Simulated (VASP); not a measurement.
Shape and ions are relaxed at each volume.

Consider the following.

```yaml
crystal:
  lattice:
    - [1.57991, -2.73649, 0.00000]
    - [1.57991, 2.73649, 0.00000]
    - [0.00000, 0.00000, 3.50735]
  atoms:
    - { symbol: Hf, position: [0.00000, 0.00000, 0.00000] }
    - { symbol: B, position: [0.33333, 0.66667, 0.50000] }
    - { symbol: B, position: [0.66667, 0.33333, 0.50000] }
```

The numbers are results of RPBE GGA, VASP's PBE PAW potentials (set 64) (plane waves; VASP), not measurements. Numerical set-up: 520 eV cut-off, 11×11×9 Γ-centred mesh, first-order Methfessel-Paxton smearing of 0.10 eV, potentials Hf_pv B.

Task: Give the energy at these volumes per atom, relative to the lowest: 9.50, 9.80, 10.11, 10.41, 10.71 Å³.

Result: 30.6, 7.3, 0.0, 6.5, 24.8 meV/atom. A third-order Birch-Murnaghan fit gives B0 = 242 GPa and B0′ = 4.0.

The compound is HfB2 in the AlB2 type structure. It was relaxed first.
